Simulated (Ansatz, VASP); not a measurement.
**Be (Beryllium): VASP beside Ansatz**

One calculation is typed for both programs; each brings its own data sets. How far apart do they land? The cell is taken from a series of runs on this material, whose earlier steps may have relaxed, scaled, displaced or heated it; both programs get it as it stands.

Program: Ansatz 0.2.0. Level of theory: plane waves, with VASP 6.6.1 beside it; zone-centre phonons at LDA. Results are calculated unless marked as measured.

### 1. The structure

It takes space group P6_3/mmc (No. 194, hexagonal). Conventional cell: a = 2.226 Å, b = 2.226 Å, c = 3.617 Å, α = 90.00°, β = 90.00°, γ = 120.00°. Be has 12 Be at 2.22 to 2.23 Å nearest.

Coordinates:

```cif
data_structure
_symmetry_space_group_name_H-M 'P6_3/mmc'
_symmetry_Int_Tables_number 194
_cell_length_a 2.2259
_cell_length_b 2.2259
_cell_length_c 3.6167
_cell_angle_alpha 90.000
_cell_angle_beta 90.000
_cell_angle_gamma 120.000
_cell_volume 15.52
loop_
_atom_site_label
_atom_site_type_symbol
_atom_site_symmetry_multiplicity
_atom_site_Wyckoff_symbol
_atom_site_fract_x
_atom_site_fract_y
_atom_site_fract_z
_atom_site_occupancy
Be1 Be 2 c 0.33333 0.66667 0.25000 1
```

### 2. VASP: zone-centre phonons, LDA, pair 1

Second derivatives magnify differences that forces hide, and they need a tight electronic threshold.

Lines of VASP's logs that name or quote its potential files are left out, and so is its time.

Contents of INCAR:

```
SYSTEM = Be
PREC = Accurate
ENCUT = 600
EDIFF = 1E-08
NELM = 120
ISMEAR = 1
SIGMA = 0.2
LREAL = .FALSE.
ALGO = Normal
GGA = CA
NBANDS = 8
LORBIT = 11
LWAVE = .FALSE.
LCHARG = .FALSE.
ISIF = 2
IBRION = 8
LASPH = .TRUE.
GGA_COMPAT = .FALSE.
KPAR = 2
```

Contents of POSCAR:

```
Be
1.0
    2.2259279337      0.0000000000      0.0000000000
   -1.1129639668      1.9277101376      0.0000000000
    0.0000000000      0.0000000000      3.6167282048
Be
2
Direct
    0.3333333289      0.6666666711      0.2500000000
    0.6666666711      0.3333333289      0.7500000000
```

Contents of KPOINTS:

```
Automatic mesh
0
Gamma
24 24 12
0 0 0
```

The projector-augmented-wave data sets are Be (LDA family, release 64).

The run is started by

```bash
mpirun -np 2 vasp_std
```

Numbers of over 12 decimals in the logs are rounded to 6 here.

Log:

```text
[banner, memory and clock lines left out]
running    2 mpi-ranks, on    1 nodes
 distrk:  each k-point on    1 cores,    2 groups
 distr:  one band on    1 cores,    1 groups

 POSCAR found type information on POSCAR Be
 POSCAR found :  1 types and       2 ions
 LDA part: xc-table for (Slater(with rela. corr.)+CA(PZ))
 , standard interpolation
 POSCAR, INCAR and KPOINTS ok, starting setup
 FFT: planning ... GRIDC
 FFT: planning ... GRID_SOFT
 FFT: planning ... GRID
 WAVECAR not read
 entering main loop
       N       E                     dE             d eps       ncg     rms          rms(c)
DAV:   1    -0.449656516646E+01   -0.44966E+01   -0.19730E+03  6928   0.462E+02
DAV:   2    -0.843939574763E+01   -0.39428E+01   -0.38413E+01 10752   0.447E+01
DAV:   3    -0.845342946365E+01   -0.14034E-01   -0.14029E-01  7192   0.266E+00
DAV:   4    -0.845343355439E+01   -0.40907E-05   -0.40905E-05  9592   0.498E-02
DAV:   5    -0.845343355442E+01   -0.30852E-10   -0.24380E-09  7264   0.260E-04    0.122E+00
DAV:   6    -0.841882740070E+01    0.34606E-01   -0.22113E-03  8496   0.344E-01    0.739E-01
DAV:   7    -0.840281453455E+01    0.16013E-01   -0.36647E-03  9304   0.434E-01    0.180E-02
DAV:   8    -0.840280495717E+01    0.95774E-05   -0.63243E-06  7200   0.248E-02    0.497E-03
DAV:   9    -0.840280404788E+01    0.90929E-06   -0.47285E-07  9176   0.604E-03    0.450E-04
DAV:  10    -0.840280403772E+01    0.10153E-07   -0.20775E-09  6312   0.419E-04    0.882E-05
DAV:  11    -0.840280403702E+01    0.70150E-09   -0.24204E-10  3504   0.129E-04
   1 F= -.84028040E+01 E0= -.84025937E+01  d E =-.630981E-03
 Linear response reoptimize wavefunctions to high precision
DAV:   1    -0.840280403702E+01   -0.38227E-11   -0.53173E-12  4464   0.284E-05
 Linear response DOF=           2
 Linear response progress:
  Degree of freedom:   1/  2
       N       E                     dE             d eps       ncg     rms          rms(c)
RMM:   1    -0.721159472443E-02   -0.72116E-02   -0.31860E-03 67280   0.295E-01
RMM:   2    -0.714959506430E-02    0.62000E-04   -0.21043E-05 50134   0.262E-02    0.231E-02
RMM:   3    -0.715818783294E-02   -0.85928E-05   -0.51690E-07 50407   0.582E-03    0.139E-02
RMM:   4    -0.718671043561E-02   -0.28523E-04   -0.11637E-06 50647   0.856E-03    0.307E-04
RMM:   5    -0.718664142972E-02    0.69006E-07    0.70153E-09 52214   0.238E-04    0.109E-04
RMM:   6    -0.718657798261E-02    0.63447E-07   -0.53325E-09 52309   0.790E-05    0.672E-06
RMM:   7    -0.718657178030E-02    0.62023E-08   -0.22817E-09 51667   0.511E-06    0.195E-06
 first order change of Fermi-energy   0.16968E-05
 force on displaced ion       1 direction 1 :  -3.392   0.000   0.000
 Linear response progress:
  Degree of freedom:   2/  2
       N       E                     dE             d eps       ncg     rms          rms(c)
RMM:   1    -0.199197852051E-01   -0.19920E-01    0.15293E-02 24344   0.689E-01
RMM:   2    -0.164472770935E-01    0.34725E-02   -0.17496E-03 16092   0.791E-02    0.110E-01
RMM:   3    -0.155370386101E-01    0.91024E-03    0.57209E-04 15953   0.937E-02    0.405E-02
RMM:   4    -0.157295321925E-01   -0.19249E-03    0.14084E-04 16222   0.521E-02    0.416E-03
RMM:   5    -0.157584284995E-01   -0.28896E-04   -0.28044E-05 16909   0.348E-03    0.612E-04
RMM:   6    -0.157566857699E-01    0.17427E-05   -0.50823E-06 16889   0.466E-04    0.860E-05
RMM:   7    -0.157561197060E-01    0.56606E-06   -0.93723E-07 17317   0.370E-05    0.114E-05
RMM:   8    -0.157560434759E-01    0.76230E-07   -0.13279E-07 17195   0.739E-06    0.854E-07
RMM:   9    -0.157560332068E-01    0.10269E-07   -0.27062E-08 13217   0.682E-07    0.268E-07
RMM:  10    -0.157560309756E-01    0.22312E-08   -0.44324E-09  9303   0.460E-07    0.379E-08
 first order change of Fermi-energy   0.26369E-05
 force on displaced ion       1 direction 3 :   0.000  -0.000  -7.044
 Linear response finished
```

Parts of OUTCAR (step 2):

```text
ion  position               nearest neighbor table
   1  0.333  0.667  0.250-   2 2.22   2 2.22   2 2.22   2 2.22   2 2.22   2 2.22
   2  0.667  0.333  0.750-   1 2.22   1 2.22   1 2.22   1 2.22   1 2.22   1 2.22

  LATTYP: Found a hexagonal cell.
 ALAT       =     2.2259279337
 C/A-ratio  =     1.6248181938

 Subroutine GETGRP returns: Found 24 space group operations
 (whereof 12 operations were pure point group operations)

The static configuration has the point symmetry D_3d.
 The point group associated with its full space group is D_6h.

 Found    427 irreducible k-points:

   k-points           NKPTS =    427   k-points in BZ     NKDIM =    427   number of bands    NBANDS=      8

   dimension x,y,z NGX =    18 NGY =   18 NGZ =   30
   dimension x,y,z NGXF=    36 NGYF=   36 NGZF=   60

   ENCUT  =  600.0 eV  44.10 Ry    6.64 a.u.   4.45  4.45  7.22*2*pi/ulx,y,z

   NELECT =       4.0000    total number of electrons

 k-points in reciprocal lattice and weights: Automatic mesh
   0.00000000  0.00000000  0.00000000       0.000
   0.04166667  0.00000000  0.00000000       0.001
   0.08333333  0.00000000  0.00000000       0.001
   0.12500000 -0.00000000  0.00000000       0.001
   0.16666667 -0.00000000  0.00000000       0.001
   0.20833333 -0.00000000  0.00000000       0.001
   0.25000000 -0.00000000  0.00000000       0.001
   0.29166667 -0.00000000  0.00000000       0.001
   0.33333333 -0.00000000  0.00000000       0.001
[...]
0.33333333  0.29166667  0.50000000       0.002
   0.33333333  0.33333333  0.50000000       0.000

 average (electrostatic) potential at core
       1 -30.0672       2 -30.0672

  Total        0.0447585      0.0447585     -1.0348446      0.0000000     -0.0000000      0.0000000
  in kB        4.6208018      4.6208018   -106.8358566      0.0000000     -0.0000000      0.0000000
  external PRESSURE =     -32.5314177 kB  Pullay stress =       0.0000000 kB

  energy-cutoff  :      600.00
  volume of cell :       15.52
      direct lattice vectors                 reciprocal lattice vectors
     2.225927934  0.000000000  0.000000000     0.449250843  0.259375095  0.000000000
    -1.112963967  1.927710138  0.000000000     0.000000000  0.518750190  0.000000000
     0.000000000  0.000000000  3.616728205     0.000000000  0.000000000  0.276492991

 POSITION                                       TOTAL-FORCE (eV/Angst)
 -----------------------------------------------------------------------------------
     -0.00000      1.28514      0.90418         0.000000     -0.000000      0.000000
      1.11296      0.64257      2.71255        -0.000000      0.000000      0.000000
 -----------------------------------------------------------------------------------
    total drift:                                0.000000     -0.000000      0.000000

 Eigenvectors and eigenvalues of the dynamical matrix
 ----------------------------------------------------

   1 f  =   19.545527 THz   122.808168 2PiTHz  651.968601 cm-1    80.833768 meV
             X         Y         Z           dx          dy          dz
     -0.000000  1.285140  0.904182     0.000000    0.000000   -0.707107
      1.112964  0.642570  2.712546    -0.000000    0.000000    0.707107

   2 f  =   13.563018 THz    85.218957 2PiTHz  452.413589 cm-1    56.092111 meV
             X         Y         Z           dx          dy          dz
     -0.000000  1.285140  0.904182     0.384455    0.593460    0.000000
      1.112964  0.642570  2.712546    -0.384455   -0.593460    0.000000

   3 f  =   13.563018 THz    85.218957 2PiTHz  452.413589 cm-1    56.092111 meV
             X         Y         Z           dx          dy          dz
     -0.000000  1.285140  0.904182    -0.593460    0.384455   -0.000000
      1.112964  0.642570  2.712546     0.593460   -0.384455    0.000000

   4 f  =    0.000000 THz     0.000001 2PiTHz    0.000005 cm-1     0.000001 meV
             X         Y         Z           dx          dy          dz
     -0.000000  1.285140  0.904182    -0.620517    0.339056    0.000000
      1.112964  0.642570  2.712546    -0.620517    0.339056    0.000000

   5 f  =    0.000000 THz     0.000001 2PiTHz    0.000004 cm-1     0.000001 meV
             X         Y         Z           dx          dy          dz
     -0.000000  1.285140  0.904182    -0.339056   -0.620517    0.000000
      1.112964  0.642570  2.712546    -0.339056   -0.620517    0.000000

   6 f  =    0.000000 THz     0.000000 2PiTHz    0.000000 cm-1     0.000000 meV
             X         Y         Z           dx          dy          dz
     -0.000000  1.285140  0.904182    -0.000000   -0.000000    0.707107
      1.112964  0.642570  2.712546     0.000000    0.000000    0.707107

 ELASTIC MODULI CONTR FROM IONIC RELAXATION (kBar)
 Direction    XX          YY          ZZ          XY          YZ          ZX
 --------------------------------------------------------------------------------
 XX        -234.8101    234.8101      0.0000     -0.0000      0.0000     -0.0000
 YY         234.8101   -234.8101     -0.0000     -0.0000      0.0000      0.0000
 ZZ           0.0000     -0.0000     -0.0000     -0.0000      0.0000     -0.0000
 XY          -0.0000     -0.0000     -0.0000   -234.8101      0.0000      0.0000
 YZ           0.0000      0.0000      0.0000      0.0000      0.0000      0.0000
 ZX          -0.0000      0.0000     -0.0000      0.0000      0.0000     -0.0000
 --------------------------------------------------------------------------------
```

### 3. Ansatz: zone-centre phonons, LDA, pair 1

Ansatz runs on its PAW soft_1 files.

The same cell, functional (in two slightly different forms), mesh and smearing now go to Ansatz, which takes its cutoff from its data sets.

Contents of input.yaml:

```yaml
crystal:
  lattice:
    - [2.2259279337, 0.0, 0.0]
    - [-1.1129639668, 1.9277101376, 0.0]
    - [0.0, 0.0, 3.6167282048]
  atoms:
    - { symbol: Be, position: [0.3333333289, 0.6666666711, 0.25] }
    - { symbol: Be, position: [0.6666666711, 0.3333333289, 0.75] }
kpoints:
  mp_grid: { grid: [24, 24, 12] }
hamiltonian:
  xc: lda
  pseudopotentials: { kind: paw, azcp: { folder: soft_1 }, xc_functional: pbe }
scf:
  occupations: { method: methfessel_paxton, width: 0.2 }
output:
  eigenvalues: true
phonons:
  method: dfpt
```

The run is started by

```bash
ansatz run input.yaml --threads 4 --pin off --max-ram 10240MiB --backend cpu --events-out ev --progress --plain --runs-dir out
```

Log:

```text
zone centre: on kpoints.mp_grid the ground state, and the responses unless they are solved on pairs of k-points, stand on 1099 of the mesh's 6912 k-points, reduced under 4 symmetry operations, with k and −k counted as one. Each operation leaves every solved displacement unchanged or reverses it
Engine: ansatz 0.2.0, aarch64-unknown-linux-gnu
Pseudopotentials: kind: paw
Pseudopotential: Be, paw, valence charge 2, recommended cutoff 420 eV (normal), soft_1/Be.paw.azcp
Functional definition: SPW92
  exchange = slater_x
  correlation = pw_c
Crystal: 2 atoms, lattice volume = 15.519 Å³
Basis set: ecut = 420 eV, 313 PW (Γ), exchange–correlation on 30×30×60 points (8 copies of the dense FFT grid, shifted against one another)
Bands: 6, of which v1, the nominal top of the filled ones, is band 2 counted from 1 (1 counted from 0)
Symmetry: 24 space group operations
k-points: 1099 of 6912 (irreducible under 4 space group operations, time reversal used)
Non-local potential: Be, projectors of the file, l = 0: 2, l = 1: 2, l = 2: 1
PAW form: soft (Blöchl's): semilocal exchange-correlation on the pseudo side does not see the compensation charge
PAW frozen core: Be, regenerated for the run's functional, and the local potential with it (the file was generated under x = pbe(κ = 0.804, μ = 0.219515), c = pbe(β = 0.066725))
PAW one-centre angular grid: Be, 110 points (default); XC on 64 Gauss nodes
Initial density: superposition of atomic densities (chi_scale 0.1, normalization cell)
Initial wavefunctions: pseudopotential atomic-orbital guess
Functional: x = slater, c = lda
SCF iter   1: F=—  HF=-176.450460 eV  |F-HF|=—  |Δ(HF+E_count)|=         —  Δρ=1.40e-2  dr2=2.10e-2  ethr=3.10e-3  ⟨swp⟩=4.7  Hψ=54263  notcnv=0
preconditioner: auto → none  [metal: Δε(μ)=0.019 eV  Ē_g=13.020 eV  σ=0.200 eV  W_gap=0.08  n_scr=2 (ndim 8)  ℏωp=18.9 eV  f_vac=0.000  D(μ)=0.23/eV (n_scr^D=0)  sad-step TF]
SCF iter   2: F=—  HF=-176.451783 eV  |F-HF|=—  |Δ(HF+E_count)|=   1.32e-3  S|Δr|=    0.00e0  Δρ=8.53e-3  dr2=8.13e-3  ethr=5.25e-4  ⟨swp⟩=1.0  Hψ=15386  notcnv=0
SCF iter   3: F=—  HF=-176.451533 eV  |F-HF|=—  |Δ(HF+E_count)|=   2.50e-4  S|Δr|=    0.00e0  Δρ=4.71e-4  dr2=2.75e-5  ethr=2.03e-4  ⟨swp⟩=1.0  Hψ=6594  notcnv=0
SCF iter   4: F=—  HF=-176.451527 eV  |F-HF|=—  |Δ(HF+E_count)|=   6.39e-6  S|Δr|=    0.00e0  Δρ=1.95e-5  dr2=4.33e-8  ethr=6.88e-7  ⟨swp⟩=1.0  Hψ=6594  notcnv=0
SCF iter   5: F=—  HF=-176.451527 eV  |F-HF|=—  |Δ(HF+E_count)|=   1.40e-7  S|Δr|=    0.00e0  Δρ=1.81e-6  dr2=2.68e-10  ethr=1.08e-9  ⟨swp⟩=2.2  Hψ=8587  notcnv=0
SCF iter   6: F=-176.451527 eV  HF=-176.451527 eV  |F-HF|=2.84e-14  |Δ(HF+E_count)|=  4.08e-11  S|Δr|=    0.00e0  Δρ=1.43e-7  dr2=1.94e-12  ethr=1.00e-12  ⟨swp⟩=4.6  Hψ=17620  notcnv=0
SCF 1 converged in 6 iterations: F = -176.451527 eV  dr2 = 1.94e-12
  greatest PAW one-centre occupation: 0.356 electrons in one spin orbital (limit 2), on the Be atom at site 1 (counted from 0), in its partial waves of l = 0
DFPT response loops at Γ: preconditioner auto → Kerker (q_TF=auto, 2.176 Å⁻¹) (partly filled bands, converged f_vac=0.000); β = 1.00, the filter's whole step (`scf.mixing.beta` (0.50) is not read by the response loops under this deck's `scf.mixing.preconditioner`; to damp them name `kerker` or `kerker_dos`, under which they read `scf.mixing.beta`, and type it under 1.00, their step now; both keys bind the ground state too); Broyden in place of MSR1
SCF converged after 6 iterations
Stability not checked: this state was not tested for a lower state beside it, because cold or Methfessel-Paxton smearing, or corrected tetrahedra, fill the levels in a way that the test cannot read (fill_not_monotonic; see scf.lower_state_search)
Free energy (F): -176.451527 eV
Harris-Foulkes:  -176.451527 eV  (|F-HF|=2.84e-14)
Internal energy: -176.450895 eV  (E = F + TS)
E sigma→0 (E₀):  -176.451369 eV
Entropy (-TS):   -0.000632 eV (-0.316 meV/atom)
Fermi energy:    8.181685 eV
Step filling:    the computed levels leave a gap of 0.0000 eV = 0.0 smearing widths at the electron count; against every level under it full and every level over it empty, smearing changes F+E_penalty+E_count by -0.294 meV and its σ→0 estimate by -0.136 meV
--- Per-component energies (eV) ---
  E_band       = 12.167799
  E_kinetic    = 43.615206
  E_local      = 5.816141  (includes V_loc(G=0)·N_el)
  E_nonlocal   = 7.941464
  E_hartree    = 0.067252
  E_xc         = -40.773859
  E_vxc        = -41.969260  (∫ρ·V_xc dr)
  E_paw        = -109.150688  (= ΣΔE_a)
  E_vpaw       = -3.370255  (= ΣTr[D̂ρ^β])
  E_aug_tail   = -0.000001  (compensation charges beyond the density's cutoff)
  E_ewald      = -84.026984
  E_core_change = 0.060574  (= ΣΔE_core)
  E_smearing   = -0.000632  (= −TS)
  E_closure    = 0.000000  (closes the sum)
  Σ components = -176.451527   (vs F -176.451527, Δ=0.00e0)
--- Band table (eV; the first three rows and the last of 1099) ---
  k-point 0: bands = ["-3.2053", "3.3101", "8.8545", "24.6967", "24.6967", "27.3882"]
  k-point 1: bands = ["-3.1480", "2.9791", "9.3206", "24.7471", "24.7471", "27.3641"]
  k-point 2: bands = ["-2.9762", "2.2100", "10.4934", "24.8959", "24.8959", "26.3674"]
  k-point 1098: bands = ["4.2186", "4.2186", "11.8525", "11.8525", "15.9676", "15.9676"]
--- Phonons (Γ-DFPT): 2 representative perturbations + reference, on 1099 of 6912 k-points (Σ response iterations 6) ---
  k mesh reduced under 4 symmetry operations, with k and −k counted as one. Each operation leaves every solved displacement unchanged or reverses it
  ASR residual: 2.684e-5 → 0.000e0 eV/Å²; symmetrization residual: 1.587e-11 eV/Å²
  ASR residual per site (eV/Å²): 2.68e-5 2.68e-5
  Γ frequencies (cm⁻¹): 0.00 0.00 0.00 452.42 452.42 648.26
  non-analytic LO–TO correction: not included (Born effective charges unavailable; polar crystals: no LO–TO splitting at Γ)
```

### 4. Side by side

Known differences besides the potentials themselves: the two LDA forms differ slightly; the cutoff is 420 eV in Ansatz and 600 eV in VASP; VASP's log shows a relativistic correction to its local exchange, Ansatz's none. Total energies have different zeros and are not compared.

Both answers:

| quantity | Ansatz | VASP | difference |
| --- | --- | --- | --- |
| optical mode 1 to 2 (cm⁻¹) | 452.4 | 452.4 | +0.00 % |
| optical mode 3 (cm⁻¹) | 648.3 | 652.0 | -0.57 % |

Modes are paired by rising frequency, not by their patterns, so a pair may set unlike modes beside each other; they are those without the splitting of longitudinal modes.

[end of part 1 of 2]

[Lines on the potential files, build, host, timing and source positions are cut from VASP's logs without a mark.]

[Logs are printed without paths, hosts, clocks, repeated set-up lines and the standing remarks that a program may print on its own settings, such as how far it seeks lower states.]

[Hosts, paths, dates, database ids (printed as entryN), source tags and the programs' standing remarks are cut or masked in the printed files.]
